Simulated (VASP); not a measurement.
Input:

```
CELL_PARAMETERS angstrom
      0.00000     2.57000     2.57000
      2.57000     0.00000     2.57000
      2.57000     2.57000     0.00000
ATOMIC_POSITIONS crystal
  Li 0.00000 0.00000 0.00000
  Cl 0.50000 0.50000 0.50000
```

All values below come from PBE GGA, VASP's PBE PAW potentials (set 64) (plane waves; VASP). Run with 650 eV cut-off, 8×8×8 Γ-centred mesh, Gaussian smearing of 0.050 eV, potentials Li_sv Cl.

**Question.** Predict the energy per atom (σ→0), band gap (on the k-mesh) with the smallest direct gap where there is one.

**Answer.** 
- band gap (on the k-mesh) = 6.30 eV
- smallest direct gap (on the k-mesh) = 6.30 eV
- energy per atom (σ→0) = -3.693 eV/atom

The absolute energy has meaning only against runs of the same code, potentials and settings.

The compound is LiCl in the rock salt structure. The cell was not relaxed at this level. The run is one of a series of settings (ENCUT = 650 against the base run), some of them coarse on purpose.
